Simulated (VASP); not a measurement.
# Uniaxial [001] strain of bcc vanadium at PBEsol: transverse strain, stress, strain energy and elastic moduli from −2 % to +2 %

Vanadium is a body-centred cubic transition metal whose cohesion comes largely from a partly filled d band. The nine members are this one crystal, stretched or compressed along a cube axis while its sides are free to adjust. We want the stress, the sideways strain and the stored energy for a given axial strain, because these set the load and the lattice mismatch that a strained vanadium part or film carries. Strains are measured from the PBEsol-relaxed crystal, tension is positive, and energies are per atom above that crystal. Because the cell holds one atom, on which the forces vanish by symmetry, the response is purely that of the cell shape and volume.

## Calculations

The start is an entry of the ASE's table of reference states database. The crystal was relaxed with PBEsol. Strain is imposed along [001]; the strain across the axis is adjusted until the stress across it vanishes, and the atoms are relaxed with PBEsol. VASP 6.6.1, plane waves with PAW, cutoff 450 eV, no spin polarisation, no spin-orbit coupling, k mesh 27×27×27, static lattice. The same in all rows: band gap on the k mesh at PBEsol: 0.000 eV.

Notes on method and selection:

- Runs that did not converge, have known faults or may not be shown are not listed, and runs on Ansatz's PAW sets soft_1 and soft_2 are kept to separate tables.

Columns:

- strain (%): strain along the axis (tension positive).
- transverse strain (%): strain across the axis.
- stress (GPa): stress along the axis, tension positive.
- strain energy (meV/atom): energy per atom above the relaxed crystal.

Input lines of one member:

```
PREC = Accurate
ENCUT = 450
EDIFF = 1E-07
NELM = 120
ISMEAR = 1
SIGMA = 0.15
LREAL = .FALSE.
ALGO = Normal
GGA = PS
NBANDS = 12
LASPH = .TRUE.
LORBIT = 11
KPAR = 2
IBRION = 1
NSW = 25
```

Command (options for logging and memory left out): `mpirun -np 2 vasp_std`

## Data

| member | strain (%) | transverse strain (%) | stress (GPa) | strain energy (meV/atom) |
| --- | --- | --- | --- | --- |
| −2 % | −2.0 | 0.683 | −4.00 | 3.81 |
| −1.5 % | −1.5 | 0.505 | −3.00 | 2.25 |
| −1 % | −1.0 | 0.331 | −1.98 | 1.13 |
| −0.5 % | −0.5 | 0.159 | −0.98 | 0.41 |
| 0 % | 0.0 | −0.010 | 0.01 | 0.10 |
| +0.5 % | 0.5 | −0.175 | 1.00 | 0.18 |
| +1 % | 1.0 | −0.342 | 1.95 | 0.66 |
| +1.5 % | 1.5 | −0.504 | 2.88 | 1.49 |
| +2 % | 2.0 | −0.666 | 3.79 | 2.68 |

Least-squares fits to the whole series, with x = strain (%); R² and errors in the fitted variable (y, or ln y where the fit is in ln y):

| y | members | fit | R² | rms residual | leave-one-out rms | the same for the mean of the others |
| --- | --- | --- | --- | --- | --- | --- |
| transverse strain (%) | 9 | y = −0.002111 − 0.3368 x | 1.00 | 0.0067 | 0.0096 | 0.49 |
| stress (GPa) | 9 | y = −0.03667 + 1.955 x | 1.00 | 0.046 | 0.065 | 2.8 |

## Reading the trend

From −2 % to +2 % the stress rises from −4.00 to 3.79 GPa, and the transverse strain falls from 0.683 to −0.666 %. Both are close to straight lines. The energy is close to a parabola, but a lopsided one: 3.81 meV/atom at −2 % against 2.68 at +2 %.

A model with three parameters, E, ν and p, and an energy offset taken from the unstrained row describes this.

1. We assume that stress is linear in strain. For a cubic crystal with axial strain ε and transverse strain t, the axial stress is σ = C₁₁ε + 2C₁₂t, and the transverse stress is C₁₂ε + (C₁₁ + C₁₂)t.

2. The sides are free, so the transverse stress is zero. This gives t = −νε with ν = C₁₂/(C₁₁ + C₁₂), and σ = Eε with E = C₁₁ − 2νC₁₂.

3. The elastic work per atom is ½VEε², where V is the atomic volume, roughly 13 Å³.

4. This parabola is symmetric, so the lopsidedness needs another term. Curvature of the stress is too weak to supply it: the work under the stress column is roughly 3.2 meV/atom out to −2 % and 3.1 meV/atom out to +2 %, nearly equal. The likely cause is the plane-wave basis. The stress is evaluated with a fixed set of plane waves, whereas each energy belongs to a set rebuilt at the same cutoff. With an incomplete basis the computed stress then contains a spurious isotropic tension p, known as the Pulay stress. The volume changes by (1 − 2ν)ε along the path, so the energy gains a term −pV(1 − 2ν)ε.

The result is U = U₀ − pV(1 − 2ν)ε + ½VEε², with U₀ the energy of the unstrained row. The spurious tension makes the relaxed cell slightly too small, so a small stretch costs less energy than an equal compression, as the table shows.

The moduli follow from E and ν: the bulk modulus is B = E/[3(1 − 2ν)], and the tetragonal shear modulus is C′ = (C₁₁ − C₁₂)/2 = E/[2(1 + ν)].

## Testing the model

We fix the model on the −1 % and +1 % members, with strain x in %.

- E: (1.95 + 1.98)/2.0 = 1.965 GPa per %, and 1.965 × 100 = 196.5 GPa.
- ν: (0.331 + 0.342)/2.0 = 0.3365, so 1 − 2ν is 1 − 2 × 0.3365 = 0.327.
- Linear energy term: (0.66 − 1.13)/2.0 = −0.235 meV/atom per %. With 1 GPa·Å³ = 6.24 meV, p = 0.235/(0.01 × 13 × 0.327 × 6.24) ≈ 0.9 GPa.

The quadratic energy term is not fitted: 0.5 × 13 × 196.5 × 0.0001 × 6.24 = 0.80 meV/atom per %². U₀ is 0.10 meV/atom.

**−2 %**
- Stress: 1.965 × (−2.0) = −3.93 GPa; table −4.00.
- Transverse strain: −0.3365 × (−2.0) = 0.673 %; table 0.683.
- Energy: the linear term is 0.235 × 2.0 = 0.47 and the quadratic term 0.80 × 2.0 × 2.0 = 3.20, so 0.10 + 0.47 + 3.20 = 3.77 meV/atom; table 3.81.

**−1.5 %**
- Stress: 1.965 × (−1.5) = −2.95 GPa; table −3.00.
- Transverse strain: −0.3365 × (−1.5) = 0.505 %; table 0.505.
- Energy: the terms are 0.235 × 1.5 = 0.35 and 0.80 × 1.5 × 1.5 = 1.80, so 0.10 + 0.35 + 1.80 = 2.25 meV/atom; table 2.25.

**+0.5 %**
- Stress: 1.965 × 0.5 = 0.98 GPa; table 1.00.
- Transverse strain: −0.3365 × 0.5 = −0.168 %; table −0.175.
- Energy: the terms are 0.235 × 0.5 = 0.12, now subtracted, and 0.80 × 0.5 × 0.5 = 0.20, so 0.10 − 0.12 + 0.20 = 0.18 meV/atom; table 0.18.

**+2 %**
- Stress: 1.965 × 2.0 = 3.93 GPa; table 3.79.
- Transverse strain: −0.3365 × 2.0 = −0.673 %; table −0.666.
- Energy: 0.10 − 0.47 + 3.20 = 2.83 meV/atom; table 2.68.

The moduli are B = 196.5/(3 × 0.327) = 200 GPa and, with 1 + 0.3365 = 1.3365, C′ = 196.5/(2 × 1.3365) = 73.5 GPa. With C₁₁ = B + 4C′/3 and C₁₂ = B − 2C′/3, these give C₁₁ as 200 + 4 × 73.5 / 3 = 298 GPa and C₁₂ as 200 − 2 × 73.5 / 3 = 151 GPa. B is the more sensitive: a change of 0.005 in ν shifts it by about 3 %. The shear modulus C₄₄ does not enter this deformation.

## Where the trend breaks

Largest departures from the fit to the whole series:

| member | transverse strain (%) | fit | computed − fit | in rms residuals |
| --- | --- | --- | --- | --- |
| −2 % | 0.683 | 0.671 | +0.012 | 1.7 |
| +2 % | −0.666 | −0.676 | +0.010 | 1.5 |
| 0 % | −0.010 | −0.002 | −0.008 | 1.2 |
| −0.5 % | 0.159 | 0.166 | −0.007 | 1.1 |

Hooke's law fails first in tension. At +2 % the model stress is 0.14 GPa too high; at −2 % its magnitude is 0.07 GPa too low. The slope between neighbouring rows stays near 2.0 GPa per % in compression but drops to (3.79 − 2.88)/0.5 = 1.82 GPa per % in the last tensile step. The assumption that fails is the constant modulus. Stretching bcc along [001] leads towards fcc, where symmetry makes the energy stationary, so the stress must eventually turn over. The ordinary weakening of stretched bonds acts in the same direction.

The transverse departures are positive at both ends and negative in the middle. This is a slight curvature: the sideways response per unit of axial strain is somewhat larger in compression than in tension. Two smaller effects are numerical. The relaxed cell still carries a slight isotropic tension in a fresh calculation, hence the −0.010 % in the unstrained row. At +0.5 % the first trial value was kept, with a small stress left across the axis. The 0.10 meV/atom of the unstrained row is far more than so small a contraction can store; a reference energy taken on a slightly different plane-wave basis is the likely reason.

## Rules of thumb and their limits

For the PBEsol crystal, E = 197 GPa reproduces the stress to within about 0.02 GPa, and ν = 0.34 the transverse strain to within about 0.01 %, for strains up to 1 % of either sign. At 2 % tension linear elasticity overestimates the stress by 0.14/3.79, or about 4 %. Strain energies need the linear basis term as well, or a higher cutoff that removes it.

The largest omitted effect is probably the error of the functional. PBEsol tends to make 3d metals too dense and therefore too stiff, by very roughly 10 to 30 % in the moduli. That exceeds the 5 % difference between the stress-to-strain ratios at −2 % and +2 %, so the moduli should be taken as probable overestimates for real vanadium.

[Logs are printed without paths, hosts, clocks, repeated set-up lines and the standing remarks that a program may print on its own settings, such as how far it seeks lower states.]
